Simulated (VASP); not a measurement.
Input:

```cif
data_Ba2
_chemical_formula_sum 'Ba2'
_space_group_name_H-M_alt 'Im-3m'
_space_group_IT_number 229
_space_group_name_Hall '-I 4 2 3'
_cell_length_a 4.77168
_cell_length_b 4.77168
_cell_length_c 4.77168
_cell_angle_alpha 90.000
_cell_angle_beta 90.000
_cell_angle_gamma 90.000
loop_
_atom_site_label
_atom_site_type_symbol
_atom_site_symmetry_multiplicity
_atom_site_Wyckoff_symbol
_atom_site_fract_x
_atom_site_fract_y
_atom_site_fract_z
_atom_site_occupancy
Ba1 Ba 2 a 0.00000 0.00000 0.00000 1
```
(The calculation used a cell of 1 atom; values per cell refer to that cell.)

Calculation: LDA (Ceperley-Alder, Perdew-Zunger), VASP's LDA PAW potentials (set 64) (plane waves; VASP). Settings: 520 eV cut-off, 11×11×11 Γ-centred mesh, first-order Methfessel-Paxton smearing of 0.10 eV, potentials Ba_sv.

Give the energy at these volumes per atom, relative to the lowest: 51.19, 52.83, 54.46, 56.09, 57.73 Å³.

6.8, 1.5, 0.0, 1.8, 6.4 meV/atom. A third-order Birch-Murnaghan fit gives B0 = 10.8 GPa and B0′ = 4.4.

Measured: bulk modulus 9.3 GPa at 0 K (computed value off by +15.6 %), as given by H. Levämäki et al., Physical Review B (2014), arXiv:1402.3671 [corrected for temperature and zero-point phonon effects]; a 4.995 Å at 0 K (computed value off by -4.5 %), as given by Gábor I. Csonka et al., Physical Review B (2009), arXiv:0903.4037 [low-temperature or extrapolated to 0 K; zero-point anharmonic expansion removed].

The compound is Ba in the bcc structure. It was relaxed first, which changed the volume by -14 %.
